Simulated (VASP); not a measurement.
Here is the system:

```yaml
crystal:
  lattice:
    - [1.58648, -2.74786, 0.00000]
    - [1.58648, 2.74786, 0.00000]
    - [0.00000, 0.00000, 12.47445]
  atoms:
    - { symbol: W, position: [0.33333, 0.66667, 0.25000] }
    - { symbol: W, position: [0.66667, 0.33333, 0.75000] }
    - { symbol: S, position: [0.33333, 0.66667, 0.87532] }
    - { symbol: S, position: [0.66667, 0.33333, 0.37532] }
    - { symbol: S, position: [0.66667, 0.33333, 0.12468] }
    - { symbol: S, position: [0.33333, 0.66667, 0.62468] }
```

All values below come from r2SCAN+rVV10, VASP's PBE PAW potentials (set 64) (plane waves; VASP 6.6.1). Run with 520 eV cut-off, 9×9×2 Γ-centred mesh, tetrahedra with Blöchl corrections, potentials W_sv S.

The path is coarsely sampled, so an indirect gap can come out somewhat too large. Unless said otherwise, spin-orbit coupling is left out, though it shifts the bands of the heavy elements here.

Question: Give the energies of bands 17 to 30 at the high-symmetry points, in eV from the valence-band maximum.

Answer: 
```tsv
band	Γ	M	K	A	L	H
17	-3.71	-5.66	-5.51	-3.70	-5.28	-5.39
18	-3.69	-5.03	-5.29	-3.70	-5.28	-5.39
19	-3.69	-4.33	-4.78	-2.99	-4.29	-4.95
20	-2.44	-4.25	-4.78	-2.99	-4.29	-4.95
21	-2.44	-3.06	-4.27	-2.41	-3.00	-3.99
22	-2.39	-2.90	-4.27	-2.41	-3.00	-3.99
23	-2.39	-2.16	-3.10	-2.41	-2.07	-3.24
24	-1.70	-1.99	-3.10	-2.41	-2.07	-3.24
25	-1.16	-1.77	-0.78	-0.33	-1.67	-0.69
26	0.00	-1.60	-0.60	-0.33	-1.67	-0.69
27	2.42	2.37	1.29	2.42	2.38	1.29
28	2.42	2.41	1.29	2.42	2.38	1.29
29	2.43	2.70	2.29	2.42	2.84	2.79
30	2.44	2.94	3.45	2.42	2.84	2.79
```

The gap is indirect, 1.21 eV, from the valence maximum at Γ to the conduction minimum at K-Γ at 0.40.

The compound is WS2 in the 2H layered structure. It was relaxed first.
